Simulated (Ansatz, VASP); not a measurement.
## One calculation of As2Se, two programs

```
As Se
1.0
     0.00000    3.26741    3.26741
     3.26741    0.00000    3.26741
     3.26741    3.26741    0.00000
As Se
2 1
Direct
  0.25000 0.25000 0.25000
  0.75000 0.75000 0.75000
  0.00000 0.00000 0.00000
```

Change from the starting cell: species swapped into the ErH2 type (Fm-3m, No. 225).

Alike in both runs: functional PBE; k mesh 12 × 12 × 12; occupations gaussian, width 0.1 eV; no spin polarisation.

Ansatz relaxed the structure, and its values are those at the end. VASP's run is a single point on that final structure, the one shown.

|  | VASP | Ansatz |
| --- | --- | --- |
| version | VASP 6.6.1 | Ansatz 0.2.0 |
| potentials or method | VASP PAW PBE potentials, release 64 (As, Se) | scalar-relativistic, plane waves, PAW |
| plane-wave cutoff (eV) | 520 | 420 |
| valence electrons in the cell | 16 | 46 |

```csv
,VASP,Ansatz,Ansatz less VASP
gap on the k mesh at the Fermi level (eV),none,none,-
pressure (GPa),0.0,0.0,-0.03
```

A gap of «none» marks a metal or a gap that the smearing closes. With one functional, cell and mesh, what is left measures potentials, basis and numerics. The two sets of potentials don't hold the same shells in valence.
